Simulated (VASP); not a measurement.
Computed with PBE GGA, VASP's PBE PAW potentials (set 64) (plane waves; VASP).

VASP ran on this input.

**INCAR**
```
# general
SYSTEM  = AsN
PREC    = Accurate
ENCUT   = 400   # plane-wave cut-off (eV)
LREAL   = .FALSE.   # projection in real space or not
LASPH   = .TRUE.   # aspherical one-centre terms

# electronic loop
EDIFF   = 1E-6
NELM    = 100   # most electronic steps
ALGO    = Normal   # blocked Davidson
LMAXMIX = 4   # l cut-off of mixed one-centre charges

# smearing
ISMEAR  = -1   # Fermi-Dirac
SIGMA   = 0.1   # width (eV)

# functional
GGA     = PE   # PBE

# ions
ISIF    = 2   # forces and stress, cell fixed

# output
LWAVE   = .FALSE.
LCHARG  = .FALSE.
```

### POSCAR
```
AsN
1
    3.2488840000     0.0000000000     0.0000000000
   -1.6244420000     2.8136160000     0.0000000000
    0.0000000000     0.0000000000     4.5281490000
As N
2 2
Direct
 -0.0125210000  -0.0084120000   0.0037390000
  0.0069940000   0.0199950000   0.4821270000
  0.3522410000   0.6629490000   0.2688670000
  0.6532870000   0.3254680000   0.7452670000
```

KPOINTS:
```
Automatic mesh
0
Gamma
6 6 4
0 0 0
```

POTCAR, in this order: As N (PBE.64 set). Program: vasp_std.

Output

OSZICAR:
```
       N       E                     dE             d eps       ncg     rms          rms(c)
DAV:   1     0.669198807574E+02    0.66920E+02   -0.88874E+03  2128   0.107E+03
DAV:   2    -0.177433707058E+02   -0.84663E+02   -0.82107E+02  2800   0.213E+02
DAV:   3    -0.214366306195E+02   -0.36933E+01   -0.36530E+01  2734   0.475E+01
DAV:   4    -0.214714674305E+02   -0.34837E-01   -0.34798E-01  2528   0.450E+00
DAV:   5    -0.214719678506E+02   -0.50042E-03   -0.50025E-03  2704   0.467E-01    0.125E+01
DAV:   6    -0.189006891568E+02    0.25713E+01   -0.15368E+01  2656   0.271E+01    0.611E+00
DAV:   7    -0.188624539918E+02    0.38235E-01   -0.11954E+00  2350   0.862E+00    0.441E+00
DAV:   8    -0.188642472681E+02   -0.17933E-02   -0.22783E-01  2650   0.340E+00    0.892E-01
DAV:   9    -0.188469525167E+02    0.17295E-01   -0.79449E-02  2752   0.195E+00    0.182E-01
DAV:  10    -0.188472967221E+02   -0.34421E-03   -0.45027E-03  2464   0.515E-01    0.126E-01
DAV:  11    -0.188473575330E+02   -0.60811E-04   -0.15858E-04  2842   0.104E-01    0.829E-02
DAV:  12    -0.188473386599E+02    0.18873E-04   -0.78169E-05  2574   0.658E-02    0.152E-02
DAV:  13    -0.188473383563E+02    0.30359E-06   -0.11892E-05  2736   0.262E-02    0.482E-03
DAV:  14    -0.188473388880E+02   -0.53162E-06   -0.98351E-07  1478   0.866E-03
   1 F= -.18847339E+02 E0= -.18833915E+02  d E =-.268485E-01
```

**OUTCAR**
```
------------------------ aborting loop because EDIFF is reached ----------------------------------------
  FORCE on cell =-STRESS in cart. coord.  units (eV):
  Direction    XX          YY          ZZ          XY          YZ          ZX
  --------------------------------------------------------------------------------------
  Total        6.8866452      6.9080412     24.5829121      0.5324271      0.3615470      0.3317134
  in kB      266.5621921    267.3903682    951.5336922     20.6087197     13.9944428     12.8396710
  external PRESSURE =     495.1620842 kB  Pullay stress =       0.0000000 kB
  volume of cell :       41.39
      direct lattice vectors                 reciprocal lattice vectors
     3.248884000  0.000000000  0.000000000     0.307798001  0.177707264  0.000000000
    -1.624442000  2.813616000  0.000000000     0.000000000  0.355414527  0.000000000
     0.000000000  0.000000000  4.528149000     0.000000000  0.000000000  0.220840789
 POSITION                                       TOTAL-FORCE (eV/Angst)
 -----------------------------------------------------------------------------------
      1.59743      2.78995      0.01693        -0.157302     -0.615575     -3.680161
     -0.00976      0.05626      2.18314         0.168476      0.549374      2.760856
      0.06747      1.86528      1.21747        -0.372226      0.043245     -0.367481
      1.59375      0.91574      3.37468         0.361051      0.022955      1.286787
 -----------------------------------------------------------------------------------
    total drift:                                0.000100      0.000053     -0.000034
  FREE ENERGIE OF THE ION-ELECTRON SYSTEM (eV)
  ---------------------------------------------------
  free  energy   TOTEN  =       -18.8473388880 eV

  energy  without entropy=      -18.8204903590  energy(sigma->0) =      -18.83391462
```
(Selected blocks of OUTCAR.)

At this cut-off the stress carries a Pulay error, which pulls relaxed volumes low.

The structure was generated: AsN was put into an ordered model structure, which need not be its known phase. The cell was not relaxed at this level, atoms are displaced from their ideal sites. The k-mesh is coarse (spacing up to 0.37 per Å, 2π included), so the numbers may not be converged in it.
